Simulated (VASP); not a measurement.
Here is the system:

```
AlTi
1.0
    2.81217     0.00000     0.00000
    0.00000     2.81217     0.00000
    0.00000     0.00000     4.04639
Ti Al
1 1
Direct
  0.00000   0.00000   0.00000
  0.50000   0.50000   0.50000
```

Computed with optB86b-vdW, VASP's PBE PAW potentials (set 64) (plane waves; VASP). Run with 520 eV cut-off, Gaussian smearing of 0.050 eV, potentials Ti_sv Al.

What does the run give for the band gap (along the path) with the smallest direct gap where there is one?

```yaml
band gap (along the path): none (metal, semimetal or under 0.01 eV)
```

The absolute energy has meaning only against runs of the same code, potentials and settings.

The compound is TiAl in the L1_0 structure. It was relaxed first. The electron count is odd and the run is not spin-polarised, which forces a metal.
